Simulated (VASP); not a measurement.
Here is the system:

```
Mg2Si
1.0
    0.00000     3.14787     3.14787
    3.14787     0.00000     3.14787
    3.14787     3.14787     0.00000
Mg Si
2 1
Direct
  0.25000   0.25000   0.25000
  0.75000   0.75000   0.75000
  0.00000   0.00000   0.00000
```

Level of theory: PBE GGA, VASP's PBE PAW potentials (set 64) (plane waves; VASP). Numerical set-up: 520 eV cut-off, 7×7×7 Γ-centred mesh, Gaussian smearing of 0.050 eV, potentials Mg Si.

Q: Estimate the energy per atom (σ→0), pressure.

A: 
The energy per atom (σ→0) comes out as -286.2 kJ/mol-atom and the pressure is 1.76 GPa.

The absolute energy has meaning only against runs of the same code, potentials and settings.

The compound is Mg2Si in the antifluorite structure. This cell is one point of a volume scan, at 0.97 of the reference volume.
